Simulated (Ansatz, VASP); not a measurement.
**CaB6 in two plane-wave programs**

Aim: how closely do two programs agree when they are given the same cell, functional and k mesh? The cell is taken from a series of runs on this material, whose earlier steps may have relaxed, scaled, displaced or heated it; both programs get it as it stands.

Program: Ansatz 0.2.0. Level of theory: plane waves, with VASP 6.6.1 beside it; zone-centre phonons at PBEsol. Results are calculated unless marked as measured.

### Step 1. Starting point

Symmetry: Pm-3m, No. 221, cubic system. The conventional cell has a = 4.127 Å, b = 4.127 Å, c = 4.127 Å, α = 90.00°, β = 90.00°, γ = 90.00°. Nearest to Ca lie 24 B at 3.03 Å. B has 6 B at 1.66 to 2.46 Å and 4 Ca at 3.03 Å nearest. Farther neighbours are not listed.

### Step 2. VASP: zone-centre phonons, PBEsol

Second derivatives magnify differences that forces hide, and they need a tight electronic threshold.

Lines of VASP's logs that name or quote its potential files are left out, and so is its time.

The input, INCAR:

```
SYSTEM = CaB6
PREC = Accurate
ENCUT = 500
EDIFF = 1E-08
NELM = 120
ISMEAR = 0
SIGMA = 0.01
LREAL = .FALSE.
ALGO = Normal
GGA = PS
NBANDS = 21
LORBIT = 11
LWAVE = .FALSE.
LCHARG = .FALSE.
ISIF = 2
IBRION = 8
LASPH = .TRUE.
GGA_COMPAT = .FALSE.
KPAR = 2
```

The input, POSCAR:

```
CaB6
1.0
    4.1272185174      0.0000000000      0.0000000000
    0.0000000000      4.1272185174      0.0000000000
    0.0000000000      0.0000000000      4.1272185174
Ca B
1 6
Direct
    0.5000000000      0.5000000000      0.5000000000
    0.0000000000      0.0000000000      0.2983637958
    0.0000000000      0.0000000000      0.7016362042
    0.2983637958      0.0000000000      0.0000000000
    0.7016362042      0.0000000000      0.0000000000
    0.0000000000      0.2983637958      0.0000000000
    0.0000000000      0.7016362042      0.0000000000
```

The input, KPOINTS:

```
Automatic mesh
0
Gamma
8 8 8
0 0 0
```

Potentials, in the order of the species: Ca_sv and B (PBE family, release 64).

The run is started by

```sh
$ mpirun -np 2 vasp_std
```

Numbers of over 12 decimals in the logs are rounded to 6 here.

The program printed:

```text
[banner, memory and clock lines left out]
running    2 mpi-ranks, on    1 nodes
 distrk:  each k-point on    1 cores,    2 groups
 distr:  one band on    1 cores,    1 groups

 POSCAR found type information on POSCAR CaB
 POSCAR found :  2 types and       7 ions
|                                                                             |
|               ----> ADVICE to this user running VASP <----                  |
|                                                                             |
|     You enforced a specific xc type in the INCAR file but a different       |
|     [... a line on the potential file left out ...]
|     I HOPE YOU KNOW WHAT YOU ARE DOING!                                     |
|                                                                             |

 LDA part: xc-table for (Slater+PW92), standard interpolation
 POSCAR, INCAR and KPOINTS ok, starting setup
 FFT: planning ... GRIDC
 FFT: planning ... GRID_SOFT
 FFT: planning ... GRID
 WAVECAR not read
 entering main loop
       N       E                     dE             d eps       ncg     rms          rms(c)
DAV:   1     0.143202163795E+03    0.14320E+03   -0.13135E+04  1470   0.121E+03
DAV:   2    -0.444464262332E+02   -0.18765E+03   -0.18112E+03  1926   0.297E+02
DAV:   3    -0.520865853458E+02   -0.76402E+01   -0.76171E+01  2575   0.543E+01
DAV:   4    -0.522053872586E+02   -0.11880E+00   -0.11858E+00  2063   0.557E+00
DAV:   5    -0.522096931650E+02   -0.43059E-02   -0.43053E-02  2205   0.798E-01    0.102E+01
DAV:   6    -0.478588377184E+02    0.43509E+01   -0.61222E+00  1971   0.129E+01    0.522E+00
DAV:   7    -0.471215572237E+02    0.73728E+00   -0.44953E+00  2077   0.949E+00    0.148E+00
DAV:   8    -0.471551621618E+02   -0.33605E-01   -0.10193E+00  1967   0.559E+00    0.915E-01
DAV:   9    -0.471063156503E+02    0.48847E-01   -0.12178E-01  1987   0.191E+00    0.220E-01
DAV:  10    -0.471047056872E+02    0.16100E-02   -0.30988E-02  2149   0.853E-01    0.130E-01
DAV:  11    -0.471047640172E+02   -0.58330E-04   -0.25160E-03  1824   0.310E-01    0.568E-02
DAV:  12    -0.471047799886E+02   -0.15971E-04   -0.11286E-04  2052   0.656E-02    0.320E-02
DAV:  13    -0.471047391485E+02    0.40840E-04   -0.21136E-04  1981   0.785E-02    0.440E-03
DAV:  14    -0.471047398680E+02   -0.71952E-06   -0.12052E-05  1888   0.222E-02    0.236E-03
DAV:  15    -0.471047396639E+02    0.20410E-06   -0.40270E-07  2154   0.356E-03    0.109E-03
DAV:  16    -0.471047397078E+02   -0.43947E-07   -0.11120E-07  2067   0.185E-03    0.463E-04
DAV:  17    -0.471047396635E+02    0.44299E-07   -0.18833E-08  1699   0.891E-04    0.150E-04
DAV:  18    -0.471047396767E+02   -0.13134E-07   -0.21939E-09  1075   0.306E-04    0.454E-05
DAV:  19    -0.471047396801E+02   -0.34208E-08   -0.35857E-10  1035   0.115E-04
   1 F= -.47104740E+02 E0= -.47104740E+02  d E =-.743218E-09
 Linear response reoptimize wavefunctions to high precision
DAV:   1    -0.471047396839E+02   -0.38490E-08   -0.14930E-10  1040   0.615E-05
DAV:   2    -0.471047396839E+02    0.27285E-11   -0.60669E-11  1015   0.353E-05
 Linear response DOF=           3
 Linear response progress:
  Degree of freedom:   1/  3
       N       E                     dE             d eps       ncg     rms          rms(c)
RMM:   1    -0.451694715016E+00   -0.45169E+00    0.68300E-01  3742   0.915E+00
RMM:   2    -0.416884811576E+00    0.34810E-01   -0.80420E-02  4929   0.183E+00    0.241E-01
RMM:   3    -0.417613764103E+00   -0.72895E-03   -0.18186E-02  6039   0.535E-01    0.163E-01
RMM:   4    -0.417859122989E+00   -0.24536E-03   -0.33394E-03  6778   0.216E-01    0.696E-02
RMM:   5    -0.417887423328E+00   -0.28300E-04   -0.37895E-04  6657   0.804E-02    0.112E-02
RMM:   6    -0.417914500068E+00   -0.27077E-04   -0.10182E-04  7073   0.299E-02    0.530E-03
RMM:   7    -0.417905135379E+00    0.93647E-05   -0.23952E-05  7041   0.159E-02    0.450E-03
RMM:   8    -0.417906558467E+00   -0.14231E-05   -0.13293E-05  6964   0.955E-03    0.283E-03
RMM:   9    -0.417904200435E+00    0.23580E-05   -0.82944E-06  7169   0.546E-03    0.862E-04
RMM:  10    -0.417902675179E+00    0.15253E-05   -0.67361E-06  7352   0.366E-03    0.466E-05
RMM:  11    -0.417903434667E+00   -0.75949E-06   -0.68618E-06  7587   0.245E-03    0.166E-04
RMM:  12    -0.417902916877E+00    0.51779E-06    0.18886E-06  7505   0.181E-03    0.117E-04
RMM:  13    -0.417902803200E+00    0.11368E-06   -0.34893E-06  7047   0.143E-03    0.113E-04
RMM:  14    -0.417903512156E+00   -0.70896E-06    0.28883E-08  6614   0.116E-03    0.430E-05
[...]
RMM:  21    -0.417905173172E+00    0.92980E-08   -0.40668E-07  6986   0.252E-04    0.899E-06
RMM:  22    -0.417905236501E+00   -0.63329E-07   -0.15971E-07  7169   0.211E-04    0.137E-05
RMM:  23    -0.417905266391E+00   -0.29891E-07   -0.26584E-07  7519   0.173E-04    0.130E-05
RMM:  24    -0.417905273490E+00   -0.70983E-08   -0.11564E-07  7138   0.146E-04    0.126E-05
RMM:  25    -0.417905251900E+00    0.21590E-07   -0.16718E-07  6538   0.125E-04    0.105E-05
RMM:  26    -0.417905216186E+00    0.35714E-07   -0.99501E-08  6826   0.107E-04    0.638E-06
RMM:  27    -0.417905188686E+00    0.27500E-07   -0.11179E-07  6974   0.932E-05    0.310E-06
RMM:  28    -0.417905180061E+00    0.86247E-08   -0.67254E-08  6065   0.796E-05    0.197E-06
 first order change of Fermi-energy   0.10535E-04
 force on displaced ion       1 direction 1 :  -1.367  -0.000   0.000
 Linear response progress:
  Degree of freedom:   2/  3
       N       E                     dE             d eps       ncg     rms          rms(c)
RMM:   1    -0.494405188411E-01   -0.49441E-01    0.16962E-02 17598   0.102E+00
RMM:   2    -0.455513659344E-01    0.38892E-02   -0.39108E-03 13577   0.274E-01    0.148E-01
RMM:   3    -0.451966930479E-01    0.35467E-03   -0.14631E-03 13064   0.147E-01    0.715E-02
RMM:   4    -0.454732797680E-01   -0.27659E-03   -0.59347E-04 13376   0.892E-02    0.190E-02
RMM:   5    -0.455129002523E-01   -0.39620E-04   -0.66160E-05 14439   0.319E-02    0.527E-03
RMM:   6    -0.455422404835E-01   -0.29340E-04   -0.17408E-05 14549   0.140E-02    0.283E-03
RMM:   7    -0.455158750458E-01    0.26365E-04   -0.30814E-06 14917   0.746E-03    0.359E-04
RMM:   8    -0.455187831379E-01   -0.29081E-05   -0.13809E-06 16360   0.273E-03    0.100E-04
RMM:   9    -0.455184989681E-01    0.28417E-06    0.65937E-07 17105   0.111E-03    0.386E-05
RMM:  10    -0.455185351870E-01   -0.36219E-07   -0.64835E-08 17175   0.488E-04    0.240E-05
RMM:  11    -0.455184888548E-01    0.46332E-07    0.24996E-07 17145   0.239E-04    0.114E-05
RMM:  12    -0.455185203085E-01   -0.31454E-07    0.75115E-09 17319   0.125E-04    0.644E-06
RMM:  13    -0.455185366511E-01   -0.16343E-07    0.74035E-08 17450   0.664E-05    0.196E-06
RMM:  14    -0.455185194980E-01    0.17153E-07    0.40288E-08 17380   0.379E-05    0.183E-06
RMM:  15    -0.455185244398E-01   -0.49418E-08    0.61104E-08 16868   0.238E-05    0.347E-07
 first order change of Fermi-energy   0.25505E-03
 force on displaced ion       2 direction 1 : -14.734   0.000  -0.000
 Linear response progress:
  Degree of freedom:   3/  3
       N       E                     dE             d eps       ncg     rms          rms(c)
RMM:   1    -0.558974648153E-01   -0.55897E-01    0.43677E-02  7449   0.111E+00
RMM:   2    -0.519022796761E-01    0.39952E-02   -0.52938E-03  5945   0.295E-01    0.201E-01
RMM:   3    -0.510736909353E-01    0.82859E-03   -0.30514E-03  5461   0.212E-01    0.936E-02
RMM:   4    -0.513939675302E-01   -0.32028E-03   -0.82580E-04  5804   0.111E-01    0.320E-02
RMM:   5    -0.515130189574E-01   -0.11905E-03   -0.90354E-05  5860   0.446E-02    0.727E-03
RMM:   6    -0.515519518467E-01   -0.38933E-04   -0.25172E-05  6560   0.191E-02    0.242E-03
RMM:   7    -0.515516990698E-01    0.25278E-06   -0.55390E-06  7080   0.771E-03    0.500E-04
RMM:   8    -0.515522936180E-01   -0.59455E-06   -0.11663E-07  7052   0.307E-03    0.292E-04
RMM:   9    -0.515508923751E-01    0.14012E-05   -0.90032E-07  7279   0.143E-03    0.115E-04
RMM:  10    -0.515514813266E-01   -0.58895E-06   -0.11324E-07  7213   0.711E-04    0.667E-05
RMM:  11    -0.515513004337E-01    0.18089E-06   -0.14094E-07  7381   0.354E-04    0.179E-05
RMM:  12    -0.515512700463E-01    0.30387E-07   -0.23786E-07  7622   0.168E-04    0.134E-05
RMM:  13    -0.515512371734E-01    0.32873E-07    0.46597E-08  7487   0.842E-05    0.333E-06
RMM:  14    -0.515512257634E-01    0.11410E-07   -0.56345E-09  7667   0.448E-05    0.169E-06
RMM:  15    -0.515512263051E-01   -0.54162E-09   -0.21631E-09  7541   0.256E-05    0.521E-07
 first order change of Fermi-energy   0.13753E+01
 force on displaced ion       2 direction 3 :  -0.000   0.000 -39.732
 Linear response finished
```

OUTCAR, selected parts (step 2):

```text
ion  position               nearest neighbor table
   1  0.500  0.500  0.500-
   2  0.000  0.000  0.298-   3 1.66   4 1.74   5 1.74   6 1.74   7 1.74
   3  0.000  0.000  0.702-   2 1.66   4 1.74   5 1.74   6 1.74   7 1.74
   4  0.298  0.000  0.000-   5 1.66   3 1.74   2 1.74   6 1.74   7 1.74
   5  0.702  0.000  0.000-   4 1.66   3 1.74   2 1.74   6 1.74   7 1.74
   6  0.000  0.298  0.000-   7 1.66   3 1.74   4 1.74   5 1.74   2 1.74
   7  0.000  0.702  0.000-   6 1.66   3 1.74   4 1.74   5 1.74   2 1.74

  LATTYP: Found a simple cubic cell.
 ALAT       =     4.1272185174

 Subroutine GETGRP returns: Found 48 space group operations
 (whereof 48 operations were pure point group operations)

The static configuration has the point symmetry O_h .

 Found     35 irreducible k-points:

   k-points           NKPTS =     35   k-points in BZ     NKDIM =     35   number of bands    NBANDS=     21

   dimension x,y,z NGX =    30 NGY =   30 NGZ =   30
   dimension x,y,z NGXF=    60 NGYF=   60 NGZF=   60

   ENCUT  =  500.0 eV  36.75 Ry    6.06 a.u.   7.52  7.52  7.52*2*pi/ulx,y,z

   NELECT =      28.0000    total number of electrons

 k-points in reciprocal lattice and weights: Automatic mesh
   0.00000000  0.00000000  0.00000000       0.002
   0.12500000  0.00000000  0.00000000       0.012
   0.25000000  0.00000000  0.00000000       0.012
   0.37500000  0.00000000  0.00000000       0.012
   0.50000000  0.00000000  0.00000000       0.006
   0.12500000  0.12500000  0.00000000       0.023
   0.25000000  0.12500000  0.00000000       0.047
   0.37500000  0.12500000  0.00000000       0.047
   0.50000000  0.12500000  0.00000000       0.023
[...]
0.50000000  0.50000000  0.37500000       0.012
   0.50000000  0.50000000  0.50000000       0.002

 average (electrostatic) potential at core
       1 -45.0388       2 -26.6758       3 -26.6758       4 -26.6758       5 -26.6758
       6 -26.6758       7 -26.6758

  Total        0.1480925      0.1480925      0.1480925     -0.0000000     -0.0000000      0.0000000
  in kB        3.3749793      3.3749793      3.3749793     -0.0000000     -0.0000000      0.0000000
[...]
1.23141      0.00000      0.00000         0.032055     -0.000000      0.000000
      2.89581      0.00000      0.00000        -0.032055     -0.000000     -0.000000
      0.00000      1.23141      0.00000         0.000000      0.032055      0.000000
      0.00000      2.89581      0.00000        -0.000000     -0.032055     -0.000000
 -----------------------------------------------------------------------------------
    total drift:                                0.000000      0.000000     -0.000000

 Eigenvectors and eigenvalues of the dynamical matrix
 ----------------------------------------------------

   1 f  =   39.293812 THz   246.890302 2PiTHz 1310.700483 cm-1   162.506075 meV
             X         Y         Z           dx          dy          dz
      2.063609  2.063609  2.063609    -0.000000    0.000000   -0.000000
      0.000000  0.000000  1.231413     0.000000   -0.000000    0.408248
      0.000000  0.000000  2.895806    -0.000000    0.000000   -0.408248
      1.231413  0.000000  0.000000     0.408248    0.000000   -0.000000
      2.895806  0.000000  0.000000    -0.408248   -0.000000    0.000000
      0.000000  1.231413  0.000000     0.000000    0.408248   -0.000000
      0.000000  2.895806  0.000000     0.000000   -0.408248   -0.000000

   2 f  =   34.886426 THz   219.197877 2PiTHz 1163.685899 cm-1   144.278598 meV
             X         Y         Z           dx          dy          dz
      2.063609  2.063609  2.063609    -0.000000   -0.000000    0.000000
      0.000000  0.000000  1.231413     0.000000    0.000000    0.442452
      0.000000  0.000000  2.895806    -0.000000    0.000000   -0.442452
      1.231413  0.000000  0.000000     0.099986   -0.000000    0.000000
      2.895806  0.000000  0.000000    -0.099986    0.000000   -0.000000
      0.000000  1.231413  0.000000    -0.000000   -0.542438   -0.000000
      0.000000  2.895806  0.000000     0.000000    0.542438   -0.000000

   3 f  =   34.886426 THz   219.197877 2PiTHz 1163.685899 cm-1   144.278598 meV
             X         Y         Z           dx          dy          dz
      2.063609  2.063609  2.063609    -0.000000   -0.000000   -0.000000
      0.000000  0.000000  1.231413     0.000000    0.000000   -0.370904
      0.000000  0.000000  2.895806    -0.000000   -0.000000    0.370904
      1.231413  0.000000  0.000000     0.568627    0.000000    0.000000
      2.895806  0.000000  0.000000    -0.568627   -0.000000   -0.000000
      0.000000  1.231413  0.000000     0.000000   -0.197723    0.000000
      0.000000  2.895806  0.000000     0.000000    0.197723    0.000000

   4 f  =   26.665441 THz   167.543906 2PiTHz  889.463367 cm-1   110.279353 meV
             X         Y         Z           dx          dy          dz
      2.063609  2.063609  2.063609    -0.004324   -0.009167   -0.000415
      0.000000  0.000000  1.231413     0.124448    0.263816   -0.023511
      0.000000  0.000000  2.895806     0.124448    0.263816   -0.023511
      1.231413  0.000000  0.000000    -0.244690    0.263816    0.011958
      2.895806  0.000000  0.000000    -0.244690    0.263816    0.011958
      0.000000  1.231413  0.000000     0.124448   -0.518714    0.011958
      0.000000  2.895806  0.000000     0.124448   -0.518714    0.011958

   5 f  =   26.665441 THz   167.543906 2PiTHz  889.463367 cm-1   110.279353 meV
             X         Y         Z           dx          dy          dz
      2.063609  2.063609  2.063609    -0.000298   -0.000319    0.010135
      0.000000  0.000000  1.231413     0.008573    0.009176    0.573481
      0.000000  0.000000  2.895806     0.008573    0.009176    0.573481
      1.231413  0.000000  0.000000    -0.016857    0.009176   -0.291670
      2.895806  0.000000  0.000000    -0.016857    0.009176   -0.291670
      0.000000  1.231413  0.000000     0.008573   -0.018042   -0.291670
      0.000000  2.895806  0.000000     0.008573   -0.018042   -0.291670

   6 f  =   26.665441 THz   167.543906 2PiTHz  889.463367 cm-1   110.279353 meV
             X         Y         Z           dx          dy          dz
      2.063609  2.063609  2.063609    -0.009171    0.004332   -0.000133
      0.000000  0.000000  1.231413     0.263948   -0.124684   -0.007542
      0.000000  0.000000  2.895806     0.263948   -0.124684   -0.007542
      1.231413  0.000000  0.000000    -0.518973   -0.124684    0.003836
      2.895806  0.000000  0.000000    -0.518973   -0.124684    0.003836
      0.000000  1.231413  0.000000     0.263948    0.245154    0.003836
      0.000000  2.895806  0.000000     0.263948    0.245154    0.003836

   7 f  =   23.869827 THz   149.978549 2PiTHz  796.211740 cm-1    98.717630 meV
             X         Y         Z           dx          dy          dz
      2.063609  2.063609  2.063609    -0.000000   -0.000000   -0.000000
      0.000000  0.000000  1.231413     0.065197   -0.137132   -0.000000
      0.000000  0.000000  2.895806    -0.065197    0.137132    0.000000
      1.231413  0.000000  0.000000     0.000000   -0.476386    0.065197
      2.895806  0.000000  0.000000     0.000000    0.476386   -0.065197
      0.000000  1.231413  0.000000    -0.476386    0.000000   -0.137132
      0.000000  2.895806  0.000000     0.476386    0.000000    0.137132

   8 f  =   23.869827 THz   149.978549 2PiTHz  796.211740 cm-1    98.717630 meV
             X         Y         Z           dx          dy          dz
      2.063609  2.063609  2.063609    -0.000000   -0.000000    0.000000
      0.000000  0.000000  1.231413     0.002497    0.480574   -0.000000
      0.000000  0.000000  2.895806    -0.002497   -0.480574   -0.000000
      1.231413  0.000000  0.000000     0.000000   -0.137996    0.002497
      2.895806  0.000000  0.000000    -0.000000    0.137996   -0.002497
      0.000000  1.231413  0.000000    -0.137996    0.000000    0.480574
      0.000000  2.895806  0.000000     0.137996    0.000000   -0.480574

   9 f  =   23.869827 THz   149.978549 2PiTHz  796.211740 cm-1    98.717630 meV
             X         Y         Z           dx          dy          dz
      2.063609  2.063609  2.063609    -0.000000    0.000000   -0.000000
      0.000000  0.000000  1.231413    -0.495725   -0.015615    0.000000
      0.000000  0.000000  2.895806     0.495725    0.015615   -0.000000
      1.231413  0.000000  0.000000    -0.000000   -0.063349   -0.495725
      2.895806  0.000000  0.000000    -0.000000    0.063349    0.495725
      0.000000  1.231413  0.000000    -0.063349   -0.000000   -0.015615
      0.000000  2.895806  0.000000     0.063349   -0.000000    0.015615

  10 f  =   17.499142 THz   109.950354 2PiTHz  583.708556 cm-1    72.370605 meV
             X         Y         Z           dx          dy          dz
      2.063609  2.063609  2.063609     0.000000   -0.000000    0.000000
      0.000000  0.000000  1.231413     0.195760    0.002929    0.000000
      0.000000  0.000000  2.895806    -0.195760   -0.002929    0.000000
      1.231413  0.000000  0.000000    -0.000000   -0.460076   -0.195760
      2.895806  0.000000  0.000000    -0.000000    0.460076    0.195760
      0.000000  1.231413  0.000000     0.460076    0.000000   -0.002929
      0.000000  2.895806  0.000000    -0.460076    0.000000    0.002929

  11 f  =   17.499142 THz   109.950354 2PiTHz  583.708556 cm-1    72.370605 meV
             X         Y         Z           dx          dy          dz
      2.063609  2.063609  2.063609     0.000000   -0.000000    0.000000
      0.000000  0.000000  1.231413     0.460026   -0.009227   -0.000000
      0.000000  0.000000  2.895806    -0.460026    0.009227   -0.000000
      1.231413  0.000000  0.000000     0.000000    0.195680   -0.460026
      2.895806  0.000000  0.000000     0.000000   -0.195680    0.460026
      0.000000  1.231413  0.000000    -0.195680    0.000000    0.009227
      0.000000  2.895806  0.000000     0.195680    0.000000   -0.009227

  12 f  =   17.499142 THz   109.950354 2PiTHz  583.708556 cm-1    72.370605 meV
             X         Y         Z           dx          dy          dz
      2.063609  2.063609  2.063609     0.000000    0.000000   -0.000000
      0.000000  0.000000  1.231413    -0.007344   -0.499906    0.000000
      0.000000  0.000000  2.895806     0.007344    0.499906    0.000000
      1.231413  0.000000  0.000000     0.000000   -0.006307    0.007344
    [... 91 further lines ...]
      0.000000  1.231413  0.000000     0.009238   -0.009926    0.321066
      0.000000  2.895806  0.000000     0.009238   -0.009926    0.321066

 ELASTIC MODULI CONTR FROM IONIC RELAXATION (kBar)
 Direction    XX          YY          ZZ          XY          YZ          ZX
 --------------------------------------------------------------------------------
 XX         -81.1848    -36.0717    -36.0717     -0.0000     -0.0000     -0.0000
 YY         -36.0717    -81.1848    -36.0717      0.0000     -0.0000     -0.0000
 ZZ         -36.0717    -36.0717    -81.1848      0.0000     -0.0000      0.0000
 XY          -0.0000     -0.0000      0.0000   -513.1236     -0.0000      0.0000
 YZ          -0.0000     -0.0000     -0.0000     -0.0000   -513.1236     -0.0000
 ZX          -0.0000     -0.0000      0.0000      0.0000      0.0000   -513.1236
 --------------------------------------------------------------------------------
```

[end of part 1 of 2]

[Lines on the potential files, build, host, timing and source positions are cut from VASP's logs without a mark.]

[Logs are printed without paths, hosts, clocks, repeated set-up lines and the standing remarks that a program may print on its own settings, such as how far it seeks lower states.]

[Hosts, paths, dates, database ids (printed as entryN), source tags and the programs' standing remarks are cut or masked in the printed files.]
